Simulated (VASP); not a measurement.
Input for VASP

**KPOINTS**
```
Automatic mesh
0
Gamma
7 7 4
0 0 0
```

File POSCAR:
```
ZnS
1.0
  1.8937901074  -3.2801406435   0.0000000000
  1.8937901074   3.2801406435   0.0000000000
  0.0000000000   0.0000000000   6.2106284541
Zn S
2 2
Cartesian
  1.8937901074  -1.0933824013   3.1067857932
  1.8937901074   1.0933824013   0.0014715662
  1.8937901074  -1.0933824013   5.4328283312
  1.8937901074   1.0933824013   2.3275141041
```

**INCAR**
```
SYSTEM=ZnS
PREC=Accurate; ENCUT=500; LREAL=.False.
LASPH=.True.
EDIFF=1E-6; NELM=100; ALGO=Normal
LMAXMIX=4
ISMEAR=0; SIGMA=0.05
GGA=PS
IBRION=2; NSW=40; ISIF=3
EDIFFG=-0.02; PSTRESS=50
LWAVE=.False.; LCHARG=.False.
```

POTCAR, in this order: Zn S (PBE.64 set). Program: vasp_std.

Translate this PBEsol calculation to Quantum ESPRESSO's pw.x.

One equivalent input (not run):
```
&CONTROL
  calculation = 'vc-relax'
  pseudo_dir = './pseudo'
  outdir = './out'
  tprnfor = .true.
  tstress = .true.
  nstep = 40
  forc_conv_thr = 0.00078
/
&SYSTEM
  ibrav = 0
  nat = 4
  ntyp = 2
  ecutwfc = 84
  occupations = 'smearing'
  smearing = 'gaussian'
  degauss = 0.003675
  input_dft = 'pbesol'
/
&ELECTRONS
  conv_thr = 7.3e-08
  electron_maxstep = 100
/
&IONS
/
&CELL
  press = 50
/
ATOMIC_SPECIES
  Zn 65.380 Zn.upf
  S 32.060 S.upf
CELL_PARAMETERS angstrom
     1.8937901   -3.2801406    0.0000000
     1.8937901    3.2801406    0.0000000
     0.0000000    0.0000000    6.2106285
ATOMIC_POSITIONS crystal
  Zn   0.6666670  0.3333330  0.5002369
  Zn   0.3333330  0.6666670  0.0002369
  S    0.6666670  0.3333330  0.8747631
  S    0.3333330  0.6666670  0.3747631
K_POINTS automatic
  7 7 4 0 0 0
```
The two are equivalent in intent, not identical: the potentials are each code's own (VASP's PAW set, PseudoDojo norm-conserving files in pw.x), so ENCUT and ecutwfc are chosen apart and not converted; conv_thr bounds pw.x's estimated SCF error, while EDIFF bounds the energy change between steps; forc_conv_thr acts on force components and is met together with etot_conv_thr.

The compound is ZnS in the wurtzite structure, the high-temperature form. This run relaxes it under an external pressure of 5 GPa. Symmetry was kept, so distortions that lower it aren't found.
